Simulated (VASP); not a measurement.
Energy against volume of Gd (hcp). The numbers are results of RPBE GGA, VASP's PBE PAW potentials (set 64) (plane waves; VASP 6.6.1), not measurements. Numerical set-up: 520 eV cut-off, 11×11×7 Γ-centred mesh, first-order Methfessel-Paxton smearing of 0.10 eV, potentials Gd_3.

The 4f electrons are frozen in the core of the lanthanide potential, so 4f levels, which can set the real gap, and their magnetism are missing.

Shape and ions are relaxed at each volume.

| V (Å³/atom) | E (eV/atom) |
|---|---|
| 32.519 | -4.22382 |
| 33.557 | -4.23378 |
| 34.595 | -4.23602 |
| 35.633 | -4.23154 |

Fit these four points and predict the energy of the run at 36.671 Å³/atom.

A cubic in V^(−2/3), the third-order Birch-Murnaghan form, passes through the four points with V0 = 34.40 Å³/atom and B0 = 35 GPa, and gives -4.2212 eV/atom there. The run gave -4.2214 eV/atom, -0.2 meV/atom from the fit; all five points give B0 = 35 GPa.

The compound is Gd in the hcp structure. It was relaxed first.
